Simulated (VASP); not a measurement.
Given:

```
MgF2
1.0
    4.31924     0.00000     0.00000
    0.00000     4.31924     0.00000
    0.00000     0.00000     2.88434
Mg F
2 4
Cartesian
  0.00000   0.00000   0.00000
  2.15962   2.15962   1.44217
  1.30061   1.30061   0.00000
  3.46023   0.85901   1.44217
  0.85901   3.46023   1.44217
  3.01863   3.01863   0.00000
```

All values below come from PBEsol GGA, VASP's PBE PAW potentials (set 64) (plane waves; VASP). Settings: 620 eV cut-off, 5×5×8 Γ-centred mesh, Gaussian smearing of 0.050 eV, potentials Mg F.

**Question.** What does the run give for the energy per atom (σ→0), pressure, band gap (on the k-mesh) with the smallest direct gap where there is one?

**Answer.** 
```yaml
band gap (on the k-mesh): 8.32 eV
smallest direct gap (on the k-mesh): 8.32 eV
energy per atom (σ→0): -5.277 eV/atom
pressure: 301.8 kbar
```

Total energies compare only between runs with the same potentials, cut-off and functional.

The compound is MgF2 in the rutile structure. It was relaxed first under an external pressure of 30 GPa.
